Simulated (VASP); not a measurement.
Method: PBE GGA with D3 dispersion (zero damping), VASP's PBE PAW potentials (set 64) (plane waves; VASP 6.6.1).

VASP ran on this input.

File KPOINTS:
```
Automatic mesh
0
Gamma
10 10 10
0 0 0
```

### INCAR
```
ENCUT = 520   # plane-wave cut-off (eV)
LCHARG = .FALSE.
ISMEAR = 1
LWAVE = .FALSE.
SIGMA = 0.1   # width (eV)
ISIF = 2
IVDW = 11
GGA = PE   # PBE
LASPH = .TRUE.   # aspherical one-centre terms
PREC = Accurate
SYSTEM = Ba
EDIFF = 1E-7
ALGO = Normal
LMAXMIX = 4
LREAL = .FALSE.
NELM = 100
```

POSCAR:
```
Ba
1
   -2.4380585055     2.4380585055     2.4380585055
    2.4380585055    -2.4380585055     2.4380585055
    2.4380585055     2.4380585055    -2.4380585055
Ba
1
Direct
  0.0000000000   0.0000000000   0.0000000000
```

POTCAR, in this order: Ba_sv (PBE.64 set). Program: vasp_std.

The resulting files:

File OUTCAR:
```
 ion  position               nearest neighbor table
   1  0.000  0.000  0.000-
  LATTYP: Found a body centered cubic cell.
 ALAT       =     4.8761170110
 Subroutine PRICEL returns:
 Original cell was already a primitive cell.
 Subroutine GETGRP returns: Found 48 space group operations
The static configuration has the point symmetry O_h .
The dynamic configuration has the point symmetry O_h .
 Subroutine INISYM returns: Found 48 space group operations
 Subroutine IBZKPT returns following result:
 Found     47 irreducible k-points:

 Following reciprocal coordinates:
            Coordinates               Weight
  0.000000  0.000000  0.000000      1.000000
  0.100000  0.000000  0.000000     12.000000
  0.200000  0.000000  0.000000     12.000000
  0.300000  0.000000  0.000000     12.000000
  0.400000  0.000000  0.000000     12.000000
  0.500000  0.000000  0.000000      6.000000
  0.100000  0.100000  0.000000     24.000000
  0.200000  0.100000 -0.000000     48.000000
  0.300000  0.100000  0.000000     48.000000
  0.400000  0.100000 -0.000000     48.000000
...
```

File OSZICAR:
```
       N       E                     dE             d eps       ncg     rms          rms(c)
DAV:   1     0.553925171784E+02    0.55393E+02   -0.43648E+03   846   0.924E+02
DAV:   2     0.457331722250E+00   -0.54935E+02   -0.54084E+02   980   0.151E+02
DAV:   3    -0.182635943059E+01   -0.22837E+01   -0.22746E+01  1072   0.352E+01
DAV:   4    -0.189183200437E+01   -0.65473E-01   -0.65446E-01  1264   0.513E+00
DAV:   5    -0.189262300633E+01   -0.79100E-03   -0.79090E-03  1215   0.425E-01    0.181E+00
DAV:   6    -0.189075806899E+01    0.18649E-02   -0.33166E-03  1065   0.673E-01    0.107E+00
DAV:   7    -0.189029769561E+01    0.46037E-03   -0.74807E-03   944   0.106E+00    0.458E-02
DAV:   8    -0.189051224031E+01   -0.21454E-03   -0.42511E-04  1301   0.134E-01    0.282E-02
DAV:   9    -0.189051840284E+01   -0.61625E-05   -0.11613E-05  1055   0.311E-02    0.704E-03
DAV:  10    -0.189051946706E+01   -0.10642E-05   -0.13241E-06  1374   0.870E-03    0.308E-03
DAV:  11    -0.189051955000E+01   -0.82935E-07   -0.63590E-07   979   0.102E-02
   1 F= -.20177599E+01 E0= -.20175192E+01  d E =-.722135E-03
```

### OUTCAR
```
------------------------ aborting loop because EDIFF is reached ----------------------------------------
 Edisp (eV)   -0.12724
  FORCE on cell =-STRESS in cart. coord.  units (eV):
  Direction    XX          YY          ZZ          XY          YZ          ZX
  --------------------------------------------------------------------------------------
  Total       0.19594     0.19594     0.19594    -0.00000     0.00000    -0.00000
  in kB       5.41564     5.41564     5.41564    -0.00000     0.00000    -0.00000
  external pressure =        5.42 kB  Pullay stress =        0.00 kB
  volume of cell :       57.97
      direct lattice vectors                 reciprocal lattice vectors
    -2.438058505  2.438058505  2.438058505     0.000000000  0.205081215  0.205081215
     2.438058505 -2.438058505  2.438058505     0.205081215  0.000000000  0.205081215
     2.438058505  2.438058505 -2.438058505     0.205081215  0.205081215  0.000000000
 POSITION                                       TOTAL-FORCE (eV/Angst)
 -----------------------------------------------------------------------------------
      0.00000      0.00000      0.00000         0.000000     -0.000000      0.000000
 -----------------------------------------------------------------------------------
    total drift:                                0.000000      0.000000     -0.000000
  FREE ENERGIE OF THE ION-ELECTRON SYSTEM (eV)
  ---------------------------------------------------
  free  energy   TOTEN  =        -2.0177599148 eV

  energy  without entropy=       -2.0170377795  energy(sigma->0) =       -2.01751920
```
(Selected blocks of OUTCAR.)

File OUTCAR:
```
 val. band max:        1.8593997614   @ k =   0.3000   0.2000   0.1000

 cond. band min:       1.9196580106   @ k =   0.3000   0.3000   0.0000


 Fermi energy:         1.9007963029

 k-point     1 :       0.0000    0.0000    0.0000
  band No.  band energies     occupation
      1     -26.8180      2.00000
      2     -11.7129      2.00000
      3     -11.7129      2.00000
      4     -11.7129      2.00000
      5      -0.8528      2.00000
      6       3.8557     -0.00000
      7       3.8557     -0.00000
      8       3.8557     -0.00000
      9       5.3707      0.00000

 k-point     2 :       0.1000    0.0000    0.0000
  band No.  band energies     occupation
      1     -26.8121      2.00000
      2     -11.7751      2.00000
      3     -11.7316      2.00000
      4     -11.7134      2.00000
      5      -0.6472      2.00000
      6       3.6889     -0.00000
      7       3.7589     -0.00000
      8       4.0663      0.00000
      9       5.1195      0.00000

 k-point     3 :       0.2000    0.0000    0.0000
  band No.  band energies     occupation
      1     -26.7967      2.00000
      2     -11.9324      2.00000
      3     -11.7799      2.00000
      4     -11.7147      2.00000
      5      -0.1002      2.00000
      6       3.3202     -0.00000
      7       3.3676     -0.00000
      8       4.6818      0.00000
      9       5.0206      0.00000

 k-point     4 :       0.3000    0.0000    0.0000
  band No.  band energies     occupation
      1     -26.7774      2.00000
      2     -12.1167      2.00000
      3     -11.8384      2.00000
      4     -11.7165      2.00000
      5       0.5522      2.00000
      6       2.9517     -0.00000
      7       3.0213     -0.00000
      8       5.2455      0.00000
      9       5.5211      0.00000

 k-point     5 :       0.4000    0.0000    0.0000
  band No.  band energies     occupation
      1     -26.7617      2.00000
      2     -12.2587      2.00000
      3     -11.8848      2.00000
...
```

Unless said otherwise, spin-orbit coupling is left out, though it shifts the bands of the heavy elements here.

The compound is Ba in the bcc structure. This cell is one point of a volume scan, at 0.94 of the reference volume.
